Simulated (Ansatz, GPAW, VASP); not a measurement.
SiOs (P2_13, 8 atoms in the cell) computed with different codes at matched settings

Self-consistent single point.

```
SiOs
1.0
    4.76599     0.00000     0.00000
    0.00000     4.76599     0.00000
    0.00000     0.00000     4.76599
Si Os
4 4
Direct
  0.16476   0.33524   0.66476
  0.33524   0.66476   0.16476
  0.66476   0.16476   0.33524
  0.83524   0.83524   0.83524
  0.87717   0.62283   0.37717
  0.62283   0.37717   0.87717
  0.37717   0.87717   0.62283
  0.12283   0.12283   0.12283
```

Shared settings, as Ansatz (a quantum-chemistry and plane-wave program) writes them: kpoints.mp_grid.grid = 3 3 3; scf.occupations.method = fixed. Potentials and cutoffs stand in the table.

```tsv
code	model	pressure (GPa)	largest force (eV/Å)	gap on the mesh (eV)	cutoff
Ansatz	LDA (PW92), PAW files made with PBE	-6.83	0.034	0.530	420 eV
VASP	LDA (PZ), VASP's LDA PAW potentials (set 64)	-6.98	0.022	–	300 eV
GPAW	LDA (Perdew-Wang 92), GPAW PAW datasets LDA (gpaw-data 1.0.1)	-7.25	0.051	0.524	600 eV
```

Size of the force on each atom (eV/Å): Sizes of forces hide their directions.

```json
[
 {"code": "Ansatz", "Si1": "0.034", "Si2": "0.034", "Si3": "0.034", "Si4": "0.034", "Os5": "0.021", "Os6": "0.021", "Os7": "0.021", "Os8": "0.021"},
 {"code": "VASP", "Si1": "0.022", "Si2": "0.022", "Si3": "0.022", "Si4": "0.022", "Os5": "0.004", "Os6": "0.004", "Os7": "0.004", "Os8": "0.004"},
 {"code": "GPAW", "Si1": "0.051", "Si2": "0.051", "Si3": "0.051", "Si4": "0.051", "Os5": "0.013", "Os6": "0.013", "Os7": "0.013", "Os8": "0.013"}
]
```

A dash marks a value that a program does not give, or that is left out as unsure.

No gap is tabulated for VASP: it is not read from that output, or partly filled or unconverged empty levels leave it unsure.

Gaps are read on the mesh.

On Ansatz's run: spin-orbit coupling is off.

The spread over the programs that give each value: pressure within 0.42 GPa; largest force within 0.029 eV/Å; gap on the mesh within 0.006 eV.

Ansatz's pressure is given at a fixed set of plane waves, as the other plane-wave codes print theirs; with its correction for the finite basis it is -6.77 GPa. The same LDA comes in different parametrisations, which differ slightly.

On the base mesh (6 6 6) the same programs gave: Ansatz pressure -6.83 GPa, gap on the mesh 0.512 eV; GPAW pressure -7.26 GPa, gap on the mesh 0.505 eV; VASP pressure -6.99 GPa.

VASP's run is marked for a possible Pulay error in its stress at this cutoff; no cutoff test was made.

VASP ran the fixed occupations as a Gaussian smearing of 0.01 eV.

The starting cell comes from a database of computed structures (which also holds hypothetical and non-ambient phases and stackings), without a prior relaxation at this level.

Left out of this page: CP2K (on another mesh); Elk (unsound by tests on forces, stress, charge or solver warnings); FLEUR and SIESTA (not drawn, or without a comparable value).

Keys are those of Ansatz 0.2.
